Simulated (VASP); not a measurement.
# Al2Pt: structure and properties in VASP, part 4 of 5

What structure does Al2Pt take at this level, and what are its properties? The start is a cell from a database of measured crystal structures.

VASP 6.6.1; revPBE; plane waves and PAW (Pt, Al).

So far. Step 13 (Volume scan with revPBE, volume scale 1.06): The run ends at a pressure of -6.41 GPa. Step 14 (Fit for revPBE): The fitted volume lies +0.04 % from the relaxed one.

The database entry behind the starting cell differs from later determinations by our own check (0.1 to 0.3 % short, probably kX units), so it need not match the best structure at ambient conditions.

## 15. Vibrations at Γ (revPBE)

This step: revPBE; plane waves and PAW (Pt, Al) (VASP 6.6.1).

Zone-centre modes test whether the atoms sit at a minimum within this cell. IBRION = 8 takes the force constants from linear response, which needs tightly converged orbitals.

INCAR reads:

```
SYSTEM = Al2Pt
PREC = Accurate
ENCUT = 400
EDIFF = 1E-08
NELM = 100
ISMEAR = 1
SIGMA = 0.2
LREAL = .FALSE.
ALGO = Normal
GGA = RE
NBANDS = 14
LORBIT = 11
LWAVE = .FALSE.
LCHARG = .FALSE.
IBRION = 8
ISIF = 2
```

POSCAR reads:

```
Al2Pt
1.0
    0.0000000000      2.9842601857      2.9842601857
    2.9842601857      0.0000000000      2.9842601857
    2.9842601857      2.9842601857      0.0000000000
Pt Al
1 2
Direct
    0.0000000000      0.0000000000      0.0000000000
    0.7500000000      0.7500000000      0.7500000000
    0.2500000000      0.2500000000      0.2500000000
```

KPOINTS reads:

```
Automatic mesh
0
Gamma
11 11 11
0 0 0
```

The projector-augmented-wave data sets are Pt and Al (PBE family, release 64).

The run is started by

```console
mpirun -np 1 vasp_std
```

Output:

```text
[... set-up lines as in an earlier step ...]
 entering main loop
       N       E                     dE             d eps       ncg     rms          rms(c)
DAV:   1     0.408555836375E+02    0.40856E+02   -0.57172E+03  1624   0.774E+02
DAV:   2    -0.144352175341E+02   -0.55291E+02   -0.48528E+02  1866   0.153E+02
DAV:   3    -0.158210361786E+02   -0.13858E+01   -0.13746E+01  2018   0.234E+01
DAV:   4    -0.158323121048E+02   -0.11276E-01   -0.11275E-01  1826   0.250E+00
DAV:   5    -0.158325004158E+02   -0.18831E-03   -0.18831E-03  2016   0.338E-01    0.811E+00
DAV:   6    -0.154344463039E+02    0.39805E+00   -0.19031E+00  1796   0.127E+01    0.244E+00
DAV:   7    -0.153629637278E+02    0.71483E-01   -0.15587E-01  1742   0.375E+00    0.169E+00
DAV:   8    -0.153378651908E+02    0.25099E-01   -0.29680E-02  1814   0.156E+00    0.259E-01
DAV:   9    -0.153380880017E+02   -0.22281E-03   -0.15463E-03  1910   0.351E-01    0.163E-01
DAV:  10    -0.153383341720E+02   -0.24617E-03   -0.41289E-04  1712   0.140E-01    0.182E-02
DAV:  11    -0.153383365352E+02   -0.23631E-05   -0.15411E-05  1982   0.367E-02    0.900E-03
DAV:  12    -0.153383426840E+02   -0.61489E-05   -0.14032E-05  1694   0.232E-02    0.223E-03
DAV:  13    -0.153383426969E+02   -0.12901E-07   -0.31836E-07  1996   0.495E-03    0.698E-04
DAV:  14    -0.153383427920E+02   -0.95050E-07   -0.52342E-08  1760   0.141E-03    0.154E-04
DAV:  15    -0.153383427995E+02   -0.75289E-08   -0.66017E-10  1282   0.193E-04
   1 F= -.15338343E+02 E0= -.15338289E+02  d E =-.162734E-03
 Linear response reoptimize wavefunctions to high precision
DAV:   1    -0.153383427994E+02    0.97543E-10   -0.15511E-10  1300   0.962E-05
 Linear response DOF=           2
 Linear response progress:
  Degree of freedom:   1/  2
       N       E                     dE             d eps       ncg     rms          rms(c)
RMM:   1    -0.256923500880E+00   -0.25692E+00   -0.25707E-01  5979   0.342E+00
RMM:   2    -0.255930665399E+00    0.99284E-03   -0.41119E-03  5368   0.442E-01    0.146E-01
RMM:   3    -0.256062449790E+00   -0.13178E-03   -0.21798E-04  6007   0.106E-01    0.820E-02
RMM:   4    -0.256808011037E+00   -0.74556E-03   -0.46341E-04  5886   0.130E-01    0.138E-02
RMM:   5    -0.256583269210E+00    0.22474E-03   -0.73198E-05  5796   0.507E-02    0.117E-02
RMM:   6    -0.256708346075E+00   -0.12508E-03   -0.29541E-05  5831   0.318E-02    0.504E-03
RMM:   7    -0.256614067668E+00    0.94278E-04   -0.59601E-07  6060   0.593E-03    0.947E-04
RMM:   8    -0.256607614055E+00    0.64536E-05   -0.18073E-07  6077   0.232E-03    0.103E-04
RMM:   9    -0.256608213368E+00   -0.59931E-06   -0.52559E-09  6278   0.397E-04    0.519E-05
RMM:  10    -0.256608265656E+00   -0.52288E-07   -0.24693E-09  6200   0.121E-04    0.758E-06
RMM:  11    -0.256608253845E+00    0.11811E-07   -0.40063E-09  6353   0.480E-05    0.495E-06
RMM:  12    -0.256608360345E+00   -0.10650E-06   -0.19929E-09  6328   0.387E-05    0.193E-06
RMM:  13    -0.256608371420E+00   -0.11075E-07   -0.61470E-09  6194   0.317E-05    0.125E-06
RMM:  14    -0.256608349259E+00    0.22161E-07   -0.44745E-09  5523   0.299E-05    0.610E-08
 first order change of Fermi-energy   0.31329E-03
 force on displaced ion       1 direction 1 :  -7.846   0.000   0.000
 Linear response progress:
  Degree of freedom:   2/  2
       N       E                     dE             d eps       ncg     rms          rms(c)
RMM:   1    -0.673130487471E-02   -0.67313E-02    0.13373E-02 15346   0.600E-01
RMM:   2    -0.687060243152E-02   -0.13930E-03   -0.26775E-04  9399   0.105E-01    0.710E-02
RMM:   3    -0.686657781214E-02    0.40246E-05   -0.12762E-04  9717   0.593E-02    0.370E-02
RMM:   4    -0.693538965995E-02   -0.68812E-04   -0.54322E-05  9652   0.381E-02    0.998E-03
RMM:   5    -0.693631193429E-02   -0.92227E-06   -0.30783E-06  9835   0.115E-02    0.152E-03
RMM:   6    -0.693502156733E-02    0.12904E-05   -0.23250E-07 10039   0.258E-03    0.396E-04
RMM:   7    -0.693348340928E-02    0.15382E-05   -0.94643E-09 10137   0.674E-04    0.158E-04
RMM:   8    -0.693351795444E-02   -0.34545E-07    0.29809E-10 10206   0.196E-04    0.360E-05
RMM:   9    -0.693353715214E-02   -0.19198E-07   -0.84699E-09 10472   0.499E-05    0.125E-05
RMM:  10    -0.693355793949E-02   -0.20787E-07   -0.17569E-09 10255   0.237E-05    0.188E-06
RMM:  11    -0.693355377211E-02    0.41674E-08   -0.19378E-09 10207   0.695E-06    0.120E-06
 first order change of Fermi-energy   0.64579E-05
 force on displaced ion       2 direction 1 :  -5.867  -0.000  -0.000
 Linear response finished
```

It took 4.4 min on 1 MPI rank of Intel Xeon Platinum 8488C (Sapphire Rapids), shared host; peak memory 0.35 GiB.

Parts of OUTCAR (step 15):

```text
   k-points           NKPTS =     56   k-points in BZ     NKDIM =     56   number of bands    NBANDS=     14

   NELECT =      16.0000    total number of electrons

  Total       -0.0097406     -0.0097406     -0.0097406      0.0000000      0.0000000      0.0000000
  in kB       -0.2936013     -0.2936013     -0.2936013      0.0000000      0.0000000      0.0000000
  external PRESSURE =      -0.2936013 kB  Pullay stress =       0.0000000 kB

 Eigenvectors and eigenvalues of the dynamical matrix
 ----------------------------------------------------

   1 f  =    8.407331 THz    52.824817 2PiTHz  280.438369 cm-1    34.769911 meV
             X         Y         Z           dx          dy          dz
      0.000000  0.000000  0.000000     0.000000   -0.000000   -0.000000
      4.476390  4.476390  4.476390     0.006968   -0.039117    0.705990
      1.492130  1.492130  1.492130    -0.006968    0.039117   -0.705990

   2 f  =    8.407331 THz    52.824817 2PiTHz  280.438369 cm-1    34.769911 meV
             X         Y         Z           dx          dy          dz
      0.000000  0.000000  0.000000     0.000000    0.000000    0.000000
      4.476390  4.476390  4.476390    -0.655751   -0.264430   -0.008180
      1.492130  1.492130  1.492130     0.655751    0.264430    0.008180

   3 f  =    8.407331 THz    52.824817 2PiTHz  280.438369 cm-1    34.769911 meV
             X         Y         Z           dx          dy          dz
      0.000000  0.000000  0.000000    -0.000000   -0.000000    0.000000
      4.476390  4.476390  4.476390     0.264465   -0.654635   -0.038882
      1.492130  1.492130  1.492130    -0.264465    0.654635    0.038882

   4 f  =    6.740832 THz    42.353898 2PiTHz  224.849958 cm-1    27.877829 meV
             X         Y         Z           dx          dy          dz
      0.000000  0.000000  0.000000    -0.411491   -0.207179   -0.063847
      4.476390  4.476390  4.476390     0.553810    0.278834    0.085929
      1.492130  1.492130  1.492130     0.553810    0.278834    0.085929

   5 f  =    6.740832 THz    42.353898 2PiTHz  224.849958 cm-1    27.877829 meV
             X         Y         Z           dx          dy          dz
      0.000000  0.000000  0.000000     0.126600   -0.118445   -0.431588
      4.476390  4.476390  4.476390    -0.170385    0.159411    0.580857
      1.492130  1.492130  1.492130    -0.170385    0.159411    0.580857

   6 f  =    6.740832 THz    42.353898 2PiTHz  224.849958 cm-1    27.877829 meV
             X         Y         Z           dx          dy          dz
      0.000000  0.000000  0.000000    -0.175988    0.399215   -0.161184
      4.476390  4.476390  4.476390     0.236856   -0.537288    0.216931
      1.492130  1.492130  1.492130     0.236856   -0.537288    0.216931

   7 f/i=    0.002895 THz     0.018192 2PiTHz    0.096577 cm-1     0.011974 meV
             X         Y         Z           dx          dy          dz
      0.000000  0.000000  0.000000    -0.357757   -0.808029   -0.052679
      4.476390  4.476390  4.476390    -0.132910   -0.300190   -0.019571
      1.492130  1.492130  1.492130    -0.132910   -0.300190   -0.019571

   8 f/i=    0.002895 THz     0.018192 2PiTHz    0.096577 cm-1     0.011974 meV
             X         Y         Z           dx          dy          dz
      0.000000  0.000000  0.000000    -0.808728    0.359436   -0.021005
      4.476390  4.476390  4.476390    -0.300450    0.133534   -0.007804
      1.492130  1.492130  1.492130    -0.300450    0.133534   -0.007804

   9 f/i=    0.002895 THz     0.018192 2PiTHz    0.096577 cm-1     0.011974 meV
             X         Y         Z           dx          dy          dz
      0.000000  0.000000  0.000000    -0.040562   -0.039636    0.883436
      4.476390  4.476390  4.476390    -0.015069   -0.014725    0.328205
      1.492130  1.492130  1.492130    -0.015069   -0.014725    0.328205

 ELASTIC MODULI CONTR FROM IONIC RELAXATION (kBar)
 Direction    XX          YY          ZZ          XY          YZ          ZX
 --------------------------------------------------------------------------------
 XX          -0.0000      0.0000     -0.0000      0.0000      0.0000     -0.0000
 YY           0.0000     -0.0000      0.0000     -0.0000     -0.0000      0.0000
 ZZ          -0.0000      0.0000     -0.0000      0.0000      0.0000     -0.0000
 XY           0.0000     -0.0000      0.0000   -386.0955     -0.0000      0.0000
 YZ           0.0000     -0.0000      0.0000     -0.0000   -386.0955      0.0000
 ZX          -0.0000      0.0000     -0.0000      0.0000      0.0000   -386.0955
 --------------------------------------------------------------------------------

[... 7 parts as in an earlier step ...]

[... 4 further parts left out ...]
```

Energies printed during the response cycles are not total energies of the cell.

Numbers from this step:

| Item | Value |
| --- | --- |
| irreducible k-points | 56 |
| pressure of the cell | -0.02936 GPa |
| largest force of the cell | 0 eV/Å |
| Fermi energy | 7.610 eV |

The modes at Γ (shares of kinetic energy by element, %):

| mode | frequency (cm⁻¹) | symmetry | Pt % | Al % |
| --- | --- | --- | --- | --- |
| 1 | -0.1 | acoustic | 78 | 22 |
| 2 | -0.1 | acoustic | 78 | 22 |
| 3 | -0.1 | acoustic | 78 | 22 |
| 4 | 224.8 | T1u | 22 | 78 |
| 5 | 224.8 | T1u | 22 | 78 |
| 6 | 224.8 | T1u | 22 | 78 |
| 7 | 280.4 | T2g | 0 | 100 |
| 8 | 280.4 | T2g | 0 | 100 |
| 9 | 280.4 | T2g | 0 | 100 |

Displacements in mode 5 (224.8 cm⁻¹), the largest set to 1:
```
Pt1  0.08 -0.08 -0.28
Al2 -0.29  0.27  1.00
Al3 -0.29  0.27  1.00
```

Displacements in mode 9 (280.4 cm⁻¹), the largest set to 1:
```
Pt1  0.00  0.00  0.00
Al2  0.01 -0.06  1.00
Al3 -0.01  0.06 -1.00
```

The three acoustic modes lie within 0.1 cm⁻¹ of zero, and all others are real. By the characters of their eigenvectors the optical modes sort into (cm⁻¹) Raman active: T2g 280; infrared active: T1u 225. With a centre of inversion no mode is active in both.

## 16. Volume scan with revPBE, volume scale 0.94 (run 2)

An equation of state needs energies on both sides of the minimum, all on one mesh and cutoff.

INCAR reads:

```
SYSTEM = Al2Pt
PREC = Accurate
ENCUT = 400
EDIFF = 1E-06
NELM = 100
ISMEAR = 0
SIGMA = 0.05
LREAL = .FALSE.
ALGO = Normal
GGA = RE
NBANDS = 14
LORBIT = 11
LWAVE = .FALSE.
LCHARG = .FALSE.
ISIF = 2
```

POSCAR reads:

```
Al2Pt
1.0
    0.0000000000      2.9233398227      2.9233398227
    2.9233398227      0.0000000000      2.9233398227
    2.9233398227      2.9233398227      0.0000000000
Pt Al
1 2
Direct
    0.0000000000      0.0000000000      0.0000000000
    0.7500000000      0.7500000000      0.7500000000
    0.2500000000      0.2500000000      0.2500000000
```

KPOINTS reads:

```
Automatic mesh
0
Gamma
7 7 7
0 0 0
```

The run is started by

```console
mpirun -np 1 vasp_std
```

Output:

```text
[... set-up lines as in an earlier step ...]
 entering main loop
       N       E                     dE             d eps       ncg     rms          rms(c)
[... 13 cycles as in an earlier step ...]
   1 F= -.15247344E+02 E0= -.15246191E+02  d E =-.230576E-02
```

Elapsed: 19 s, on 1 MPI rank; peak memory 0.15 GiB.

From OUTCAR (step 16):

```text
[... 6 parts as in an earlier step ...]

[... 1 further part left out ...]
[key lines of the parts left out:]
E-fermi :   8.3557
```

The pressure here is 8.92 GPa.

The run ends at a pressure of 8.92 GPa.

## 17. Volume scan with revPBE, volume scale 0.96 (run 2)

INCAR is that of step 16.

POSCAR reads:

```
Al2Pt
1.0
    0.0000000000      2.9439274012      2.9439274012
    2.9439274012      0.0000000000      2.9439274012
    2.9439274012      2.9439274012      0.0000000000
Pt Al
1 2
Direct
    0.0000000000      0.0000000000      0.0000000000
    0.7500000000      0.7500000000      0.7500000000
    0.2500000000      0.2500000000      0.2500000000
```

KPOINTS is that of step 16.

The run is started by

```console
mpirun -np 1 vasp_std
```

Output:

```text
[... set-up lines as in an earlier step ...]
 entering main loop
       N       E                     dE             d eps       ncg     rms          rms(c)
[... 13 cycles as in an earlier step ...]
   1 F= -.15295727E+02 E0= -.15294642E+02  d E =-.217025E-02
```

Elapsed: 18 s, on 1 MPI rank; peak memory 0.15 GiB.

OUTCAR, selected parts (step 17):

```text
[... 6 parts as in an earlier step ...]

[... 1 further part left out ...]
[key lines of the parts left out:]
E-fermi :   8.1040
```

The pressure falls from 8.92 to 5.63 GPa.

The run ends at a pressure of 5.63 GPa.

## 18. Volume scan with revPBE, volume scale 0.98 (run 2)

INCAR is that of step 17.

POSCAR reads:

```
Al2Pt
1.0
    0.0000000000      2.9642309904      2.9642309904
    2.9642309904      0.0000000000      2.9642309904
    2.9642309904      2.9642309904      0.0000000000
Pt Al
1 2
Direct
    0.0000000000      0.0000000000      0.0000000000
    0.7500000000      0.7500000000      0.7500000000
    0.2500000000      0.2500000000      0.2500000000
```

KPOINTS is that of step 17.

The run is started by

```console
mpirun -np 1 vasp_std
```

Output:

```text
[... set-up lines as in an earlier step ...]
 entering main loop
       N       E                     dE             d eps       ncg     rms          rms(c)
[... 13 cycles as in an earlier step ...]
   1 F= -.15323358E+02 E0= -.15322305E+02  d E =-.210705E-02
```

Wall time 18 s (1 MPI rank); peak memory 0.15 GiB.

OUTCAR, selected parts (step 18):

```text
[... 6 parts as in an earlier step ...]

[... 1 further part left out ...]
[key lines of the parts left out:]
E-fermi :   7.8627
```

The pressure falls from 5.63 to 2.67 GPa.

The run ends at a pressure of 2.67 GPa.

## 19. Volume scan with revPBE, volume scale 1 (run 2)

INCAR is that of step 18.

POSCAR reads:

```
Al2Pt
1.0
    0.0000000000      2.9842601857      2.9842601857
    2.9842601857      0.0000000000      2.9842601857
    2.9842601857      2.9842601857      0.0000000000
Pt Al
1 2
Direct
    0.0000000000      0.0000000000      0.0000000000
    0.7500000000      0.7500000000      0.7500000000
    0.2500000000      0.2500000000      0.2500000000
```

KPOINTS is that of step 18.

The run is started by

```console
mpirun -np 1 vasp_std
```

Output:

```text
[... set-up lines as in an earlier step ...]
 entering main loop
       N       E                     dE             d eps       ncg     rms          rms(c)
[... 13 cycles as in an earlier step ...]
   1 F= -.15332368E+02 E0= -.15331314E+02  d E =-.210875E-02
```

Wall time 16 s (1 MPI rank); peak memory 0.15 GiB.

Parts of OUTCAR (step 19):

```text
[... 6 parts as in an earlier step ...]

[... 1 further part left out ...]
[key lines of the parts left out:]
E-fermi :   7.6312
```

The pressure falls from 2.67 to 0.01 GPa.

The run ends at a pressure of 0.01 GPa.

## 20. Volume scan with revPBE, volume scale 1.02 (run 2)

INCAR is that of step 19.

POSCAR reads:

```
Al2Pt
1.0
    0.0000000000      3.0040240742      3.0040240742
    3.0040240742      0.0000000000      3.0040240742
    3.0040240742      3.0040240742      0.0000000000
Pt Al
1 2
Direct
    0.0000000000      0.0000000000      0.0000000000
    0.7500000000      0.7500000000      0.7500000000
    0.2500000000      0.2500000000      0.2500000000
```

KPOINTS is that of step 19.

The run is started by

```console
mpirun -np 1 vasp_std
```

Output:

```text
[... set-up lines as in an earlier step ...]
 entering main loop
       N       E                     dE             d eps       ncg     rms          rms(c)
[... 13 cycles as in an earlier step ...]
   1 F= -.15324689E+02 E0= -.15323613E+02  d E =-.215169E-02
```

It took 18 s on 1 MPI rank; peak memory 0.15 GiB.

OUTCAR, selected parts (step 20):

```text
[... 6 parts as in an earlier step ...]

[... 1 further part left out ...]
[key lines of the parts left out:]
E-fermi :   7.4087
```

The pressure falls from 0.01 to -2.37 GPa.

The run ends at a pressure of -2.37 GPa.

## 21. Volume scan with revPBE, volume scale 1.04 (run 2)

INCAR is that of step 20.

POSCAR reads:

```
Al2Pt
1.0
    0.0000000000      3.0235312706      3.0235312706
    3.0235312706      0.0000000000      3.0235312706
    3.0235312706      3.0235312706      0.0000000000
Pt Al
1 2
Direct
    0.0000000000      0.0000000000      0.0000000000
    0.7500000000      0.7500000000      0.7500000000
    0.2500000000      0.2500000000      0.2500000000
```

KPOINTS is that of step 20.

The run is started by

```console
mpirun -np 1 vasp_std
```

Output:

```text
[... set-up lines as in an earlier step ...]
 entering main loop
       N       E                     dE             d eps       ncg     rms          rms(c)
[... 13 cycles as in an earlier step ...]
   1 F= -.15302064E+02 E0= -.15300956E+02  d E =-.221527E-02
```

Wall time 19 s (1 MPI rank); peak memory 0.15 GiB.

OUTCAR, selected parts (step 21):

```text
[... 6 parts as in an earlier step ...]

[... 1 further part left out ...]
[key lines of the parts left out:]
E-fermi :   7.1947
```

The pressure falls from -2.37 to -4.50 GPa.

The run ends at a pressure of -4.50 GPa.

## 22. Volume scan with revPBE, volume scale 1.06 (run 2)

INCAR is that of step 21.

POSCAR reads:

```
Al2Pt
1.0
    0.0000000000      3.0427899508      3.0427899508
    3.0427899508      0.0000000000      3.0427899508
    3.0427899508      3.0427899508      0.0000000000
Pt Al
1 2
Direct
    0.0000000000      0.0000000000      0.0000000000
    0.7500000000      0.7500000000      0.7500000000
    0.2500000000      0.2500000000      0.2500000000
```

KPOINTS is that of step 21.

The run is started by

```console
mpirun -np 1 vasp_std
```

Output:

```text
[... set-up lines as in an earlier step ...]
 entering main loop
       N       E                     dE             d eps       ncg     rms          rms(c)
[... 13 cycles as in an earlier step ...]
   1 F= -.15266022E+02 E0= -.15264880E+02  d E =-.228312E-02
```

It took 19 s on 1 MPI rank; peak memory 0.15 GiB.

OUTCAR, selected parts (step 22):

```text
[... 6 parts as in an earlier step ...]

[... 1 further part left out ...]
[key lines of the parts left out:]
E-fermi :   6.9886
```

The pressure falls from -4.50 to -6.41 GPa.

The run ends at a pressure of -6.41 GPa.

## 23. The series together

Times are for 1 MPI rank of Intel Xeon Platinum 8488C (Sapphire Rapids), shared host. Results by setting:

```
no.  volume scale  energy above the lowest point (meV/atom)  pressure (GPa)  time  memory (GiB)
  1          0.94                                     28.37           8.925  17 s          0.15
  2          0.94                                     28.37           8.925  19 s          0.15
  3          0.96                                     12.22           5.626  15 s          0.15
  4          0.96                                     12.22           5.626  18 s          0.15
  5          0.98                                         3           2.666  16 s          0.15
  6          0.98                                         3           2.666  18 s          0.15
  7             1                                         0         0.01092  16 s          0.15
  8             1                                         0         0.01092  16 s          0.15
  9          1.02                                      2.57          -2.369  17 s          0.15
 10          1.02                                      2.57          -2.369  18 s          0.15
 11          1.04                                     10.12          -4.501  17 s          0.15
 12          1.04                                     10.12          -4.501  19 s          0.15
 13          1.06                                     22.14          -6.409  16 s          0.15
 14          1.06                                     22.14          -6.409  19 s          0.15
```

## 24. Fit for revPBE

This step: Birch-Murnaghan fit, revPBE; plane waves and PAW (VASP 6.6.1).

This step runs nothing: it gathers the runs above.

The energy above the fitted minimum by volume:

```csv
volume (Å³/atom),energy above the fitted minimum (eV/atom)
16.655,0.0284
17.009,0.0122
17.364,0.00300
17.718,-3.7e-7
18.073,0.00257
18.427,0.0101
18.781,0.0221
```

The fitted volume lies +0.04 % from the relaxed one.

[end of part 4 of 5]

[Lines on the potential files, build, host, timing and source positions are cut from VASP's logs without a mark.]

[Logs are printed without paths, hosts, clocks, repeated set-up lines and the standing remarks that a program may print on its own settings, such as how far it seeks lower states.]

[Hosts, paths, dates, database ids (printed as entryN), source tags and the programs' standing remarks are cut or masked in the printed files.]

[A measured line is paired with the nearest computed mode of its activity, which favours agreement.]
